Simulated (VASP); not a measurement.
Calculation: optB88-vdW, VASP's PBE PAW potentials (set 64) (plane waves; VASP).

The input files of a VASP run:

**POSCAR**
```
Ni
1
   -0.0000000000     1.7545181792     1.7545181792
    1.7545181792     0.0000000000     1.7545181792
    1.7545181792     1.7545181792     0.0000000000
Ni
1
Direct
  0.0000000000   0.0000000000   0.0000000000
```

**INCAR**
```
SYSTEM  =  Ni
PREC  =  Accurate; ENCUT  =  520; LREAL  =  F
LASPH  =  T
EDIFF  =  1E-7; NELM  =  100; ALGO  =  Normal
LMAXMIX  =  4
ISMEAR  =  -5
GGA  =  BO; LUSE_VDW  =  T; AGGAC  =  0.0
PARAM1  =  0.1833333333; PARAM2  =  0.22
ISPIN  =  2; MAGMOM  =  0.6
ISIF  =  2
LWAVE  =  F; LCHARG  =  T; LORBIT  =  11
NEDOS  =  601
```

### KPOINTS
```
K-points
0
Gamma
20 20 20
0 0 0
```

POTCAR, in this order: Ni (PBE.64 set). Program: vasp_std.

Output of the run:

OUTCAR:
```
 ion  position               nearest neighbor table
   1  0.000  0.000  0.000-
  LATTYP: Found a face centered cubic cell.
 ALAT       =     3.5090363584
 Subroutine PRICEL returns:
 Original cell was already a primitive cell.
 Subroutine GETGRP returns: Found 48 space group operations
The static configuration has the point symmetry O_h .
The dynamic configuration has the point symmetry O_h .
The overall configuration has the point symmetry O_h .
 Subroutine INISYM returns: Found 48 space group operations
 Subroutine IBZKPT returns following result:
 Found    256 irreducible k-points:

 Following reciprocal coordinates:
            Coordinates               Weight
  0.000000  0.000000  0.000000      1.000000
  0.050000  0.000000  0.000000      8.000000
  0.100000  0.000000  0.000000      8.000000
  0.150000  0.000000  0.000000      8.000000
  0.200000  0.000000  0.000000      8.000000
  0.250000  0.000000  0.000000      8.000000
  0.300000  0.000000  0.000000      8.000000
  0.350000  0.000000  0.000000      8.000000
  0.400000  0.000000  0.000000      8.000000
  0.450000  0.000000  0.000000      8.000000
  0.500000  0.000000  0.000000      4.000000
  0.050000  0.050000  0.000000      6.000000
  0.100000  0.050000  0.000000     24.000000
  0.150000  0.050000  0.000000     24.000000
  0.200000  0.050000  0.000000     24.000000
  0.250000  0.050000  0.000000     24.000000
  0.300000  0.050000  0.000000     24.000000
  0.350000  0.050000  0.000000     24.000000
  0.400000  0.050000  0.000000     24.000000
  0.450000  0.050000  0.000000     24.000000
  0.500000  0.050000  0.000000     24.000000
 -0.450000  0.050000  0.000000     24.000000
 -0.400000  0.050000  0.000000     24.000000
 -0.350000  0.050000  0.000000     24.000000
...
```

OSZICAR:
```
       N       E                     dE             d eps       ncg     rms          rms(c)
DAV:   1     0.254970011655E+02    0.25497E+02   -0.48679E+03  9472   0.143E+03
DAV:   2    -0.310333860461E+01   -0.28600E+02   -0.27747E+02  9301   0.164E+02
DAV:   3    -0.353111369129E+01   -0.42778E+00   -0.42680E+00 10747   0.269E+01
DAV:   4    -0.353524038016E+01   -0.41267E-02   -0.41254E-02 10613   0.229E+00
DAV:   5    -0.353534685641E+01   -0.10648E-03   -0.10646E-03 10678   0.312E-01    0.933E+00
DAV:   6    -0.296126613532E+01    0.57408E+00   -0.14405E+01  9682   0.615E+01    0.550E+00
DAV:   7    -0.268008067968E+01    0.28119E+00   -0.24604E+00  9728   0.241E+01    0.188E+00
DAV:   8    -0.266477037837E+01    0.15310E-01   -0.19018E-02 13119   0.158E+00    0.877E-01
DAV:   9    -0.266263168576E+01    0.21387E-02   -0.14672E-03 13512   0.389E-01    0.236E-01
DAV:  10    -0.266215271139E+01    0.47897E-03   -0.42202E-04 12045   0.185E-01    0.329E-02
DAV:  11    -0.266212770649E+01    0.25005E-04   -0.51012E-05 11845   0.831E-02    0.301E-02
DAV:  12    -0.266212721683E+01    0.48966E-06   -0.13411E-06 10659   0.171E-02    0.962E-03
DAV:  13    -0.266212972538E+01   -0.25086E-05   -0.51577E-07 10157   0.107E-02    0.374E-03
DAV:  14    -0.266212992382E+01   -0.19843E-06   -0.25312E-08  4790   0.242E-03    0.898E-04
DAV:  15    -0.266212999134E+01   -0.67525E-07   -0.84774E-09  4723   0.870E-04
   1 F= -.26621300E+01 E0= -.26621300E+01  d E =0.000000E+00  mag=     0.5899
```

### OUTCAR
```
------------------------ aborting loop because EDIFF is reached ----------------------------------------
  FORCE on cell =-STRESS in cart. coord.  units (eV):
  Direction    XX          YY          ZZ          XY          YZ          ZX
  --------------------------------------------------------------------------------------
  Total        0.0084444      0.0084444      0.0084444      0.0000000      0.0000000      0.0000000
  in kB        1.2524946      1.2524946      1.2524946      0.0000000      0.0000000      0.0000000
  external PRESSURE =       1.2524946 kB  Pullay stress =       0.0000000 kB
  volume of cell :       10.80
      direct lattice vectors                 reciprocal lattice vectors
     0.000000000  1.754518179  1.754518179    -0.284978523  0.284978523  0.284978523
     1.754518179  0.000000000  1.754518179     0.284978523 -0.284978523  0.284978523
     1.754518179  1.754518179  0.000000000     0.284978523  0.284978523 -0.284978523
 POSITION                                       TOTAL-FORCE (eV/Angst)
 -----------------------------------------------------------------------------------
      0.00000      0.00000      0.00000         0.000000      0.000000      0.000000
 -----------------------------------------------------------------------------------
    total drift:                                0.000000     -0.000000      0.000000
  FREE ENERGIE OF THE ION-ELECTRON SYSTEM (eV)
  ---------------------------------------------------
  free  energy   TOTEN  =        -2.6621299913 eV

  energy  without entropy=       -2.6621299913  energy(sigma->0) =       -2.66212999

 total charge

# of ion       s       p       d       tot
------------------------------------------
    1        0.502   0.493   8.355   9.350

 magnetization (x)

# of ion       s       p       d       tot
------------------------------------------
    1       -0.007  -0.024   0.629   0.599
```
(Selected blocks of OUTCAR.)

For a metal the tetrahedron method with Blöchl corrections gives inexact stress and forces.

The compound is Ni in the fcc structure. It was relaxed first.
